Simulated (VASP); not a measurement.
All values below come from PBE GGA, VASP's PBE PAW potentials (set 64) (plane waves; VASP 6.6.1).

The input files of a VASP run:

**KPOINTS**
```
Automatic mesh
0
Gamma
5 5 5
0 0 0
```

INCAR:
```
ALGO = Normal
EDIFF = 1E-6
ENCUT = 300
GGA = PE
ISIF = 2
ISMEAR = -1
LASPH = T
LCHARG = F
LMAXMIX = 4
LREAL = F
LWAVE = F
NELM = 100
PREC = Accurate
SIGMA = 0.1
SYSTEM = Si2Ag
```

POSCAR:
```
Si2Ag
1
    1.7925490000    -7.0740820000     0.0000000000
    1.7925490000     7.0740820000     0.0000000000
    0.0000000000     0.0000000000     3.5274290000
Si Ag
4 2
Direct
  0.9390000000   0.0610000000   0.2500000000
  0.0610000000   0.9390000000   0.7500000000
  0.2500000000   0.7500000000   0.2500000000
  0.7500000000   0.2500000000   0.7500000000
  0.6040000000   0.3960000000   0.2500000000
  0.3960000000   0.6040000000   0.7500000000
```

POTCAR, in this order: Si Ag (PBE.64 set). Program: vasp_std.

At this cut-off the stress carries a Pulay error, which pulls relaxed volumes low.

Q: What does the run give for the energy per atom (σ→0), pressure, largest force, band gap (on the k-mesh)?

A: 
| Item | Value |
|---|---|
| energy per atom (σ→0) | -3873 meV/atom |
| band gap (on the k-mesh) | none (metal, semimetal or under 0.01 eV) |
| pressure | 17.54 GPa |
| largest force | 0.103 eV/Å |

File OSZICAR:
```
...
DAV:   8    -0.232969239135E+02    0.36081E-01   -0.30983E-01  1515   0.503E+00    0.950E-01
DAV:   9    -0.232820222859E+02    0.14902E-01   -0.62298E-02  1445   0.304E+00    0.360E-01
DAV:  10    -0.232819197854E+02    0.10250E-03   -0.67916E-03  1473   0.577E-01    0.122E-01
DAV:  11    -0.232819117470E+02    0.80383E-05   -0.45096E-04  1424   0.221E-01    0.416E-02
DAV:  12    -0.232819061937E+02    0.55534E-05   -0.81381E-05  1501   0.105E-01    0.147E-02
DAV:  13    -0.232819032488E+02    0.29449E-05   -0.62635E-06  1417   0.267E-02    0.870E-03
DAV:  14    -0.232819034633E+02   -0.21452E-06   -0.54864E-06  1375   0.234E-02
   1 F= -.23281903E+02 E0= -.23238712E+02  d E =-.863837E-01
```

The structure was generated: Si2Ag was put into an ordered model structure, which need not be its known phase. The cell was not relaxed at this level. The k-mesh is coarse (spacing up to 0.36 per Å, 2π included), so the numbers may not be converged in it.
